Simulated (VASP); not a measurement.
Consider the following.

```yaml
crystal:
  lattice:
    - [0.00000, 2.54599, 2.54599]
    - [2.54599, 0.00000, 2.54599]
    - [2.54599, 2.54599, 0.00000]
  atoms:
    - { symbol: Zr, position: [0.00000, 0.00000, 0.00000] }
    - { symbol: O, position: [0.25000, 0.25000, 0.25000] }
    - { symbol: O, position: [0.75000, 0.75000, 0.75000] }
```

These are r2SCAN meta-GGA, VASP's PBE PAW potentials (set 64) (plane waves; VASP 6.6.1) values and carry that method's errors. Numerical set-up: 600 eV cut-off, 8×8×8 Γ-centred mesh, Gaussian smearing of 0.050 eV, potentials Zr_sv O.

Each row applies one change to this cell, which was relaxed at other settings and keeps the small stress of the first row; at a fixed cut-off the stress holds a Pulay part, so it need not integrate to ΔE exactly. Stress is in GPa, positive when the cell is compressed; gaps are those on the k-mesh, and 0.00 means metallic.

```tsv
change	ΔE (meV/atom)	σxx	σyy	σzz	largest shear component, with its sign (GPa)	largest force (eV/Å)	gap (eV)
none	0.0	-0.28	-0.28	-0.28	0.00	0.000	3.87
shear strain γ_xy = +1.5 %	0.8	-0.21	-0.21	-0.22	-1.42	0.102	3.87
isotropic strain of +0.5 %	1.8	-4.02	-4.02	-4.02	0.00	0.000	3.82
biaxial strain of -0.5 % in the yz plane	1.3	0.79	3.12	3.12	0.00	0.000	3.86
isotropic strain of -0.5 %	2.2	3.70	3.70	3.70	0.00	0.000	3.91
biaxial strain of -0.5 % in the xz plane	1.3	3.12	0.79	3.12	0.00	0.000	3.86
```

Failed runs are left out, and for metals the shear rows, which the mesh's noise covers.

The compound is ZrO2 in the fluorite structure, the high-temperature cubic form, which is unstable at 0 K; the monoclinic form is the stable one.
